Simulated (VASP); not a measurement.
A convergence study with VASP on SiC (wurtzite): one setting is varied, all else stays as given below, so the limit is that of these other settings.

```yaml
crystal:
  lattice:
    - [1.54000, -2.66736, 0.00000]
    - [1.54000, 2.66736, 0.00000]
    - [0.00000, 0.00000, 5.05000]
  atoms:
    - { symbol: Si, position: [0.66667, 0.33333, 0.50000] }
    - { symbol: Si, position: [0.33333, 0.66667, 0.00000] }
    - { symbol: C, position: [0.66667, 0.33333, 0.87500] }
    - { symbol: C, position: [0.33333, 0.66667, 0.37500] }
```

All values below come from PBE GGA, VASP's PBE PAW potentials (set 64) (plane waves; VASP). The tightest run used: 700 eV cut-off, 13×13×7 Monkhorst-Pack mesh, Gaussian smearing of 0.050 eV, potentials Si C.

| setting | E (eV/atom) | pressure (GPa) | irreducible k-points |
|---|---|---|---|
| 1×1×1 mesh | -2.5248 | 24.63 | 1 |
| 2×2×1 mesh | -7.7490 | 2.68 | 2 |
| 3×3×2 mesh | -7.3918 | 3.26 | 3 |
| 4×4×2 mesh | -7.5382 | 2.35 | 6 |

Question: These are the cheaper rows. Estimate the results at 13×13×7 mesh, and how far the last row shown lies from them.

Answer: 
```json
[
 {"quantity": "E (eV/atom)", "tightest run": "-7.5286", "last row shown is off by": "-0.0096"},
 {"quantity": "pressure (GPa)", "tightest run": "2.50", "last row shown is off by": "-0.15"}
]
```

Left out are rungs that failed or repeat a setting and relaxations that didn't move; long series are thinned to 24 rows.

The compound is SiC in the wurtzite structure, the rare 2H polytype. The cell was not relaxed at this level.
